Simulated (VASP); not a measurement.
An input for Quantum ESPRESSO's pw.x (written as the equivalent of a VASP run, and not itself run):

```
&CONTROL
  calculation = 'vc-relax'
  pseudo_dir = './pseudo'
  outdir = './out'
  tprnfor = .true.
  tstress = .true.
  nstep = 40
  forc_conv_thr = 0.00078
/
&SYSTEM
  ibrav = 0
  nat = 1
  ntyp = 1
  ecutwfc = 98
  occupations = 'smearing'
  smearing = 'methfessel-paxton'
  degauss = 0.00735
  input_dft = 'pbesol'
  nspin = 2
  starting_magnetization(1) = 0.06
/
&ELECTRONS
  conv_thr = 7.3e-08
  electron_maxstep = 100
/
&IONS
/
&CELL
  press = 50
/
ATOMIC_SPECIES
  Ni 58.693 Ni.upf
CELL_PARAMETERS angstrom
     0.0000000    1.7189997    1.7189997
     1.7189997    0.0000000    1.7189997
     1.7189997    1.7189997    0.0000000
ATOMIC_POSITIONS crystal
  Ni   0.0000000  0.0000000  0.0000000
K_POINTS automatic
  18 18 18 0 0 0
```

### Question
Write the VASP files for the same calculation (PBEsol).

### Answer
One answer among several that fit: 
KPOINTS:
```
kpoints
0
Gamma
18 18 18
```

**INCAR**
```
SYSTEM = Ni
PREC = Accurate
ENCUT = 500
EDIFF = 1E-6
NELM = 100
ALGO = Normal
LREAL = .FALSE.
LASPH = .TRUE.
ISMEAR = 1
SIGMA = 0.1
GGA = PS
LMAXMIX = 4
ISPIN = 2
MAGMOM = 0.6
LORBIT = 10
LWAVE = .FALSE.
LCHARG = .FALSE.
IBRION = 2
ISIF = 3
NSW = 40
EDIFFG = -0.02
PSTRESS = 50
```

POSCAR:
```
Ni
1.0
  0.0000000000   1.7189996503   1.7189996503
  1.7189996503   0.0000000000   1.7189996503
  1.7189996503   1.7189996503   0.0000000000
Ni
1
Direct
  0.0000000000   0.0000000000   0.0000000000
```

POTCAR, in this order: Ni (PBE.64 set). Program: vasp_std.

Limits of the translation: the potentials are each code's own (VASP's PAW set, PseudoDojo norm-conserving files in pw.x), so ENCUT and ecutwfc are chosen apart and not converted; conv_thr bounds pw.x's estimated SCF error, while EDIFF bounds the energy change between steps; starting_magnetization is a fraction of the valence charge and MAGMOM a moment in μB, so they match only roughly; forc_conv_thr acts on force components and is met together with etot_conv_thr.

The compound is Ni in the fcc structure. It was relaxed first under an external pressure of 5 GPa.
